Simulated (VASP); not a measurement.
Output of a VASP run:

File OSZICAR:
```
       N       E                     dE             d eps       ncg     rms          rms(c)
DAV:   1     0.720831090117E+03    0.72083E+03   -0.36499E+04  1336   0.203E+03
DAV:   2     0.326241543160E+02   -0.68821E+03   -0.67778E+03  1514   0.649E+02
DAV:   3     0.873118822847E-01   -0.32537E+02   -0.31606E+02  1707   0.144E+02
DAV:   4    -0.111162988109E+01   -0.11989E+01   -0.11803E+01  1752   0.266E+01
DAV:   5    -0.114012536363E+01   -0.28495E-01   -0.28421E-01  1822   0.407E+00    0.237E+01
DAV:   6    -0.611800584150E+02   -0.60040E+02   -0.74078E+01  1320   0.764E+01    0.109E+01
DAV:   7    -0.625182349011E+02   -0.13382E+01   -0.65454E+00  1580   0.193E+01    0.395E+00
DAV:   8    -0.633192492544E+02   -0.80101E+00   -0.14069E+00  1701   0.745E+00    0.121E+00
DAV:   9    -0.632328764372E+02    0.86373E-01   -0.12986E-01  1492   0.320E+00    0.981E-01
DAV:  10    -0.633733545784E+02   -0.14048E+00   -0.68555E-02  1508   0.195E+00    0.351E-01
DAV:  11    -0.633750418821E+02   -0.16873E-02   -0.29291E-02  1503   0.134E+00    0.163E-01
DAV:  12    -0.633962974273E+02   -0.21256E-01   -0.24061E-03  1475   0.412E-01    0.674E-02
DAV:  13    -0.633971235695E+02   -0.82614E-03   -0.50789E-04  1552   0.174E-01    0.156E-02
DAV:  14    -0.633972953290E+02   -0.17176E-03   -0.79783E-05  1444   0.721E-02    0.135E-02
DAV:  15    -0.633973047716E+02   -0.94426E-05   -0.73818E-06  1302   0.203E-02    0.683E-03
DAV:  16    -0.633973043767E+02    0.39493E-06   -0.22464E-06   943   0.874E-03
   1 F= -.63397304E+02 E0= -.63396584E+02  d E =-.216047E-02
```

File OUTCAR:
```
------------------------ aborting loop because EDIFF is reached ----------------------------------------
  FORCE on cell =-STRESS in cart. coord.  units (eV):
  Direction    XX          YY          ZZ          XY          YZ          ZX
  --------------------------------------------------------------------------------------
  Total        0.2043689      0.2043689      0.2043689      0.0000000      0.0000000     -0.0000000
  in kB        5.6502344      5.6502344      5.6502344      0.0000000      0.0000000     -0.0000000
  external PRESSURE =       5.6502344 kB  Pullay stress =       0.0000000 kB
  volume of cell :       57.95
      direct lattice vectors                 reciprocal lattice vectors
     3.869780000  0.000000000  0.000000000     0.258412623  0.000000000  0.000000000
     0.000000000  3.869780000  0.000000000     0.000000000  0.258412623  0.000000000
     0.000000000  0.000000000  3.869780000     0.000000000  0.000000000  0.258412623
 POSITION                                       TOTAL-FORCE (eV/Angst)
 -----------------------------------------------------------------------------------
      0.00000      0.00000      0.00000         0.000000      0.000000      0.000000
      0.00000      1.93489      1.93489         0.000000      0.000000      0.000000
      1.93489      0.00000      1.93489         0.000000      0.000000      0.000000
      1.93489      1.93489      0.00000         0.000000      0.000000      0.000000
 -----------------------------------------------------------------------------------
    total drift:                                0.000000      0.000000      0.000000
  FREE ENERGIE OF THE ION-ELECTRON SYSTEM (eV)
  ---------------------------------------------------
  free  energy   TOTEN  =       -63.3973043767 eV

  energy  without entropy=      -63.3951439085  energy(sigma->0) =      -63.39658422
```
(Selected blocks of OUTCAR.)

### POSCAR
```
TaRh3
1
    3.8697800000     0.0000000000     0.0000000000
    0.0000000000     3.8697800000     0.0000000000
    0.0000000000     0.0000000000     3.8697800000
Ta Rh
1 3
Direct
  0.0000000000   0.0000000000   0.0000000000
  0.0000000000   0.5000000000   0.5000000000
  0.5000000000   0.0000000000   0.5000000000
  0.5000000000   0.5000000000   0.0000000000
```

**Question.** Write an INCAR and KPOINTS that could have produced this output.

**Answer.** One answer among several that fit: the input of the run itself, TPSS meta-GGA, plane waves, VASP's PBE PAW potentials (set 64).

### INCAR
```
SYSTEM = TaRh3
PREC = Accurate; ENCUT = 400; LREAL = .FALSE.
LASPH = .TRUE.
EDIFF = 1E-6; NELM = 100; ALGO = Normal
LMAXMIX = 6; LMIXTAU = .TRUE.
ISMEAR = 1; SIGMA = 0.1
METAGGA = TPSS
ISIF = 2
LWAVE = .FALSE.; LCHARG = .FALSE.
```

### KPOINTS
```
Automatic mesh
0
Gamma
 7 7 7
```

POTCAR, in this order: Ta_pv Rh_pv (PBE.64 set). Program: vasp_std.

The structure comes from a computed database's TaRh3 entry (Pm-3m); how it stands against other phases isn't given here. The cell was not relaxed at this level. The run is one of a series of settings (GGA removed, LMIXTAU = .TRUE., METAGGA = TPSS against the base run), some of them coarse on purpose.
